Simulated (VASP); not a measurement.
Input:

```yaml
crystal:
  lattice:
    - [1.66532, -5.15957, 0.00000]
    - [1.66532, 5.15957, 0.00000]
    - [0.00000, 0.00000, 4.23824]
  atoms:
    - { symbol: P, position: [0.10531, 0.89469, 0.92618] }
    - { symbol: P, position: [0.39469, 0.60531, 0.42618] }
    - { symbol: P, position: [0.60531, 0.39469, 0.57382] }
    - { symbol: P, position: [0.89469, 0.10531, 0.07382] }
```

Calculation: vdW-DF-cx, VASP's PBE PAW potentials (set 64) (plane waves; VASP). Run with 520 eV cut-off, 9×9×7 Γ-centred mesh, first-order Methfessel-Paxton smearing of 0.10 eV, potentials P.

Problem. Estimate the energy per atom (σ→0).

Solution. 
* **energy per atom (σ→0)**: -403.9 kJ/mol of atoms

The compound is P in the black structure. It was relaxed first. The start is the result of an earlier pass.
